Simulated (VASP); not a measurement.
Input:

```xyz
3
Lattice="0.0000 2.9335 2.9335 2.9335 0.0000 2.9335 2.9335 2.9335 0.0000" Properties=species:S:1:pos:R:3 pbc="T T T"
Pb     0.0000     0.0000     0.0000
F      1.4667     1.4667     1.4667
F      4.4002     4.4002     4.4002
```

All values below come from PBEsol GGA, VASP's PBE PAW potentials (set 64) (plane waves; VASP). Numerical set-up: 400 eV cut-off, 7×7×7 Γ-centred mesh, Fermi-Dirac smearing of 0.010 eV, potentials Pb_d F.

Unless said otherwise, spin-orbit coupling is left out, though it shifts the bands of the heavy elements here.

Task: Give the energies of bands 8 to 17 at the high-symmetry points, in eV from the valence-band maximum.

Result: 
| band | Γ | X | U | L | W |
|---|---|---|---|---|---|
| 8 | -4.71 | -6.70 | -6.62 | -6.14 | -6.64 |
| 9 | -2.69 | -3.86 | -3.79 | -3.30 | -4.03 |
| 10 | -2.69 | -3.86 | -3.61 | -2.93 | -2.92 |
| 11 | -2.69 | -1.74 | -2.28 | -2.93 | -2.92 |
| 12 | -2.19 | -1.73 | -1.89 | -2.35 | -1.80 |
| 13 | -2.19 | -1.73 | -1.74 | -2.35 | -1.66 |
| 14 | -2.19 | -0.15 | -0.04 | -0.04 | 0.00 |
| 15 | 6.72 | 4.31 | 5.26 | 4.94 | 6.03 |
| 16 | 6.72 | 7.95 | 6.65 | 7.69 | 6.03 |
| 17 | 6.72 | 7.95 | 7.94 | 7.69 | 7.47 |

The gap is indirect, 4.31 eV, from the valence maximum at W to the conduction minimum at X.

The structure is a typed PbF2 crystal (Fm-3m). The cell was not relaxed at this level.
